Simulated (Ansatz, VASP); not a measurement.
# WC (Qusongite) in two plane-wave programs, part 2 of 2

Aim: how closely do two programs agree when they are given the same cell, functional and k mesh? The cell is taken from a series of runs on this material, whose earlier steps may have relaxed, scaled, displaced or heated it; both programs get it as it stands.

VASP 6.6.1 and Ansatz 0.2.0.

So far: Set-up; VASP: zone-centre phonons, PBEsol.

**3. Ansatz: zone-centre phonons, PBEsol**

Level of this step: Ansatz beside VASP: Kohn-Sham DFT, plane waves, PBEsol (Ansatz).

Ansatz runs on its PAW soft_1 files.

The same cell, functional, mesh and smearing now go to Ansatz, which takes its cutoff from its data sets.

input.yaml

```yaml
crystal:
  lattice:
    - [2.9231091458, 0.0, 0.0]
    - [-1.4615545729, 2.5314867783, 0.0]
    - [0.0, 0.0, 2.71497268]
  atoms:
    - { symbol: C, position: [0.6666666655, 0.3333333345, 0.5] }
    - { symbol: W, position: [1.2e-09, -1.2e-09, 0.0] }
kpoints:
  mp_grid: { grid: [18, 18, 16] }
hamiltonian:
  xc: pbesol
  pseudopotentials: { kind: paw, azcp: { folder: soft_1 }, xc_functional: pbe }
scf:
  occupations: { method: methfessel_paxton, width: 0.2 }
output:
  eigenvalues: true
phonons:
  method: dfpt
```

Command:

```
$ ansatz run input.yaml --threads 4 --pin off --max-ram 10240MiB --backend cpu --events-out ev --progress --plain --runs-dir out
```

Numbers of over 12 decimals in the logs are rounded to 6 here.

Log:

```text
zone centre: on kpoints.mp_grid the ground state, and the responses unless they are solved on pairs of k-points, stand on 819 of the mesh's 5184 k-points, reduced under 4 symmetry operations, with k and −k counted as one. Each operation leaves every solved displacement unchanged or reverses it
Engine: ansatz 0.2.0, x86_64-unknown-linux-gnu
Pseudopotentials: kind: paw
Pseudopotential: C, paw, valence charge 4, recommended cutoff 420 eV (normal), soft_1/C.paw.azcp
Pseudopotential: W, paw, valence charge 14, recommended cutoff 420 eV (normal), soft_1/W.paw.azcp
Functional definition: PBEsol
  exchange = pbesol_x
  correlation = pbesol_c
Crystal: 2 atoms, lattice volume = 20.090 Å³
Basis set: ecut = 420 eV, 393 PW (Γ), exchange–correlation on 40×40×40 points (8 copies of the dense FFT grid, shifted against one another)
Bands: 13, of which v1, the nominal top of the filled ones, is band 9 counted from 1 (8 counted from 0)
Symmetry: 12 space group operations
k-points: 819 of 5184 (irreducible under 4 space group operations, time reversal used)
Non-local potential: C, projectors of the file, l = 0: 2, l = 1: 2, l = 2: 1
Non-local potential: W, projectors of the file, l = 0: 3, l = 1: 2, l = 2: 2, l = 3: 1
PAW form: soft (Blöchl's): semilocal exchange-correlation on the pseudo side does not see the compensation charge
PAW frozen core: C, regenerated for the run's functional, and the local potential with it (the file was generated under x = pbe(κ = 0.804, μ = 0.219515), c = pbe(β = 0.066725))
PAW frozen core: W, regenerated for the run's functional, and the local potential with it (the file was generated under x = pbe(κ = 0.804, μ = 0.219515), c = pbe(β = 0.066725))
PAW one-centre angular grid: C, 110 points (default); XC on 64 Gauss nodes
PAW one-centre angular grid: W, 590 points (default); XC on 64 Gauss nodes
Initial density: superposition of atomic densities (chi_scale 0.1, normalization cell, long waves kept (reshape's long-wave potential 0.00 eV rms))
Initial wavefunctions: pseudopotential atomic-orbital guess
Functional: x = pbesol(κ = 0.804, μ = 0.123457), c = pbesol(β = 0.046)
SCF iter   1: F=—  HF=-10505.884517 eV  |F-HF|=—  |Δ(HF+E_count)|=         —  Δρ=1.33e-1  dr2=4.72e0  ethr=3.10e-3  ⟨swp⟩=5.0  Hψ=52486  notcnv=0
preconditioner: auto → none  [metal: Δε(μ)=0.015 eV  Ē_g=11.139 eV  σ=0.200 eV  W_gap=0.07  n_scr=8 (ndim 8)  ℏωp=26.2 eV  f_vac=0.000  D(μ)=0.29/eV (n_scr^D=0)  sad-step TF]
SCF iter   2: F=—  HF=-10505.287503 eV  |F-HF|=—  |Δ(HF+E_count)|=   5.97e-1  S|Δr|=    0.00e0  Δρ=9.45e-2  dr2=2.44e0  ethr=3.10e-3  ⟨swp⟩=2.0  Hψ=20340  notcnv=0
SCF iter   3: F=—  HF=-10504.647549 eV  |F-HF|=—  |Δ(HF+E_count)|=   6.40e-1  S|Δr|=    0.00e0  Δρ=8.81e-3  dr2=1.68e-2  ethr=3.10e-3  ⟨swp⟩=2.2  Hψ=18311  notcnv=0
SCF iter   4: F=—  HF=-10504.645854 eV  |F-HF|=—  |Δ(HF+E_count)|=   1.70e-3  S|Δr|=    0.00e0  Δρ=9.81e-4  dr2=9.27e-5  ethr=9.33e-5  ⟨swp⟩=1.0  Hψ=17131  notcnv=0
SCF iter   5: F=—  HF=-10504.645921 eV  |F-HF|=—  |Δ(HF+E_count)|=   6.68e-5  S|Δr|=    0.00e0  Δρ=1.29e-4  dr2=1.22e-6  ethr=5.15e-7  ⟨swp⟩=2.1  Hψ=16811  notcnv=0
SCF iter   6: F=—  HF=-10504.645921 eV  |F-HF|=—  |Δ(HF+E_count)|=   4.69e-7  S|Δr|=    0.00e0  Δρ=1.83e-5  dr2=4.29e-8  ethr=6.78e-9  ⟨swp⟩=1.9  Hψ=14745  notcnv=0
SCF iter   7: F=—  HF=-10504.645921 eV  |F-HF|=—  |Δ(HF+E_count)|=   5.42e-9  S|Δr|=    0.00e0  Δρ=2.44e-6  dr2=9.61e-10  ethr=2.38e-10  ⟨swp⟩=2.6  Hψ=16442  notcnv=0
SCF iter   8: F=—  HF=-10504.645921 eV  |F-HF|=—  |Δ(HF+E_count)|=  3.95e-10  S|Δr|=    0.00e0  Δρ=4.93e-7  dr2=1.58e-11  ethr=5.34e-12  ⟨swp⟩=2.6  Hψ=16836  notcnv=0
SCF iter   9: F=-10504.645921 eV  HF=-10504.645921 eV  |F-HF|=1.82e-12  |Δ(HF+E_count)|=  1.82e-12  S|Δr|=    0.00e0  Δρ=5.47e-8  dr2=2.21e-13  ethr=1.00e-12  ⟨swp⟩=5.1  Hψ=40256  notcnv=0
the search or the solves at the SCF's close seem to have found levels that the self-consistency loop had missed (the run counts 2). By its estimate they hold under 1e-12 electrons; where the run keeps them, the occupations were computed again with them
SCF 1 converged in 9 iterations: F = -10504.645921 eV  dr2 = 2.21e-13
  greatest PAW one-centre occupation: 0.999 electrons in one spin orbital (limit 2), on the W atom at site 1 (counted from 0), in its partial waves of l = 0
DFPT response loops at Γ: preconditioner auto → Kerker (q_TF=auto, 2.679 Å⁻¹) (partly filled bands, converged f_vac=0.000); β = 1.00, the filter's whole step (`scf.mixing.beta` (0.50) is not read by the response loops under this deck's `scf.mixing.preconditioner`; to damp them name `kerker` or `kerker_dos`, under which they read `scf.mixing.beta`, and type it under 1.00, their step now; both keys bind the ground state too); Broyden in place of MSR1
SCF converged after 9 iterations
Stability not checked: this state was not tested for a lower state beside it, because cold or Methfessel-Paxton smearing, or corrected tetrahedra, fill the levels in a way that the test cannot read (fill_not_monotonic; see scf.lower_state_search)
Free energy (F): -10504.645921 eV
Harris-Foulkes:  -10504.645921 eV  (|F-HF|=1.82e-12)
Internal energy: -10504.645588 eV  (E = F + TS)
E sigma→0 (E₀):  -10504.645838 eV
Entropy (-TS):   -0.000333 eV (-0.167 meV/atom)
Fermi energy:    21.119226 eV
--- Per-component energies (eV) ---
  E_band       = -50.155161
  E_kinetic    = 512.890163
  E_local      = -584.942820  (includes V_loc(G=0)·N_el)
  E_nonlocal   = 0.108606
  E_hartree    = 242.920996
  E_xc         = -314.918580
  E_vxc        = -291.923536  (∫ρ·V_xc dr)
  E_paw        = -8547.278036  (= ΣΔE_a)
  E_vpaw       = -172.129728  (= ΣTr[D̂ρ^β])
  E_aug_tail   = 0.000157  (compensation charges beyond the density's cutoff)
  E_ewald      = -1813.669031
  E_core_change = 0.242958  (= ΣΔE_core)
  E_smearing   = -0.000333  (= −TS)
  E_closure    = 0.000000  (closes the sum)
  Σ components = -10504.645921   (vs F -10504.645921, Δ=0.00e0)
--- Band table (eV; the first three rows and the last of 819) ---
  k-point 0: bands = [... 5 lower, 16.5792, 17.2352, 17.2352, 21.7099, 24.6006, 24.6006, 27.1162, 27.1162]
  k-point 1: bands = [... 5 lower, 16.5842, 17.2846, 17.2846, 21.6451, 24.1601, 24.1601, 27.2819, 27.3979]
  k-point 2: bands = [... 5 lower, 16.5271, 17.4287, 17.4287, 21.5757, 23.2727, 23.2727, 27.4920, 27.7640]
  k-point 818: bands = [... 5 lower, 14.2876, 15.0741, 19.1703, 19.9274, 26.3776, 26.9067, 27.1174, 31.1142]
--- Phonons (Γ-DFPT): 4 representative perturbations + reference, on 819 of 5184 k-points (Σ response iterations 12) ---
  k mesh reduced under 4 symmetry operations, with k and −k counted as one. Each operation leaves every solved displacement unchanged or reverses it
  ASR residual: 2.106e-5 → 0.000e0 eV/Å²; symmetrization residual: 5.905e-7 eV/Å²
  ASR residual per site (eV/Å²): 1.22e-5 2.11e-5
  Γ frequencies (cm⁻¹): 0.00 0.00 0.00 653.19 658.52 658.52
  non-analytic LO–TO correction: not included (Born effective charges unavailable; polar crystals: no LO–TO splitting at Γ)
```

**4. Differences**

Known differences besides the potentials themselves: the data sets hold 18 valence electrons in Ansatz (on its PAW soft_1 files) and 10 in VASP; the cutoff is 420 eV in Ansatz and 600 eV in VASP; Ansatz makes its cores anew for this functional, VASP keeps those of its PBE data sets. Total energies have different zeros and are not compared.

The two programs side by side:

```
                  quantity  Ansatz   VASP  difference
     optical mode 1 (cm⁻¹)   653.2  661.5     -1.26 %
optical mode 2 to 3 (cm⁻¹)   658.5  668.0     -1.43 %
```

Modes are paired by rising frequency, not by their patterns, so a pair may set unlike modes beside each other; they are those without the splitting of longitudinal modes.

**5. Results**

- r.m.s. difference of the optical zone-centre modes, each program's sorted by frequency (zone-centre phonons, PBEsol): 9.2 cm⁻¹
- difference in optical mode 2 to 3 (zone-centre phonons, PBEsol): -1.4 %

**Reading.** The r.m.s. difference of the optical zone-centre modes, each program's sorted by frequency is 9.2 cm⁻¹ (zone-centre phonons, PBEsol). The data sets hold unlike numbers of valence electrons (18 in Ansatz and 10 in VASP), so part of the differences comes from the potentials. Among the rows given in per cent, the largest difference of the zone-centre phonons, PBEsol pair is in optical mode 2 to 3, -1.4 %. Such differences can come from data sets, numerical settings and the points named under the comparisons, not from the functional's error against experiment.

[Lines on the potential files, build, host, timing and source positions are cut from VASP's logs without a mark.]

[Logs are printed without paths, hosts, clocks, repeated set-up lines and the standing remarks that a program may print on its own settings, such as how far it seeks lower states.]

[Hosts, paths, dates, database ids (printed as entryN), source tags and the programs' standing remarks are cut or masked in the printed files.]
